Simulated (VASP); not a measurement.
Set up this calculation in VASP 6.6.1, as the native input.

* Task: chemical shielding
* Functional: PBEsol
* Potentials or basis: VASP PAW PBE potentials, release 64 (Mg_sv_GW, C_GW)
* Cutoff: 600 eV
* k mesh: 7 × 7 × 6
* Occupations: tetrahedron
* Spin: no spin polarisation
* Further INCAR settings: ALGO = Fast; EDIFF = 1e-08

The structure of MgC2 lies in POSCAR:

```
MgC2
1.0
    4.0027668699      0.0000000000      0.0000000000
    0.0000000000      4.0027668699      0.0000000000
    0.0000000000      0.0000000000      5.0527161180
Mg C
2 4
Direct
    0.0000000000      0.0000000000      0.5000000000
    0.5000000000      0.5000000000      0.0000000000
    0.3876550000      0.6123450000      0.5000000000
    0.1123450000      0.1123450000      0.0000000000
    0.6123450000      0.3876550000      0.5000000000
    0.8876550000      0.8876550000      0.0000000000
```

The cell comes from a database or a generator and needn't be the stable form of this composition.

The cell isn't the ideal one: volume scaled by 1.04.

The input as run:

INCAR

```
PREC     = Accurate       # precision mode
ENCUT    = 600            # plane-wave cutoff, eV
EDIFF    = 1E-8           # SCF threshold, eV
ISMEAR   = -5             # smearing method
SIGMA    = 0.05           # smearing width, eV
LREAL    = F              # projectors in reciprocal space
LASPH    = T              # aspherical terms in the spheres
NELM     = 80             # most SCF steps
ALGO     = Fast           # electronic algorithm
ISIF     = 2              # what is computed and relaxed
LWAVE    = F              # write WAVECAR
LCHARG   = F              # write CHGCAR
GGA      = PS             # functional
LCHIMAG  = T            
DQ       = 0.001        
ICHIBARE = 1            
LNMR_SYM_RED= T
```

KPOINTS

```
Automatic mesh
0
Gamma
  7 7 6
```

Potentials or basis: VASP PAW PBE potentials, release 64 (Mg_sv_GW, C_GW).

The run is started by

```sh
$ cat potpaw_PBE.64/Mg_sv_GW/POTCAR potpaw_PBE.64/C_GW/POTCAR > POTCAR
$ mpirun -np 1 vasp_std > vasp.out
```

Run time: 18 min on 1 thread of Intel(R) Xeon(R) 6975P-C (Granite Rapids), on a shared host, peak memory 0.64 GiB.
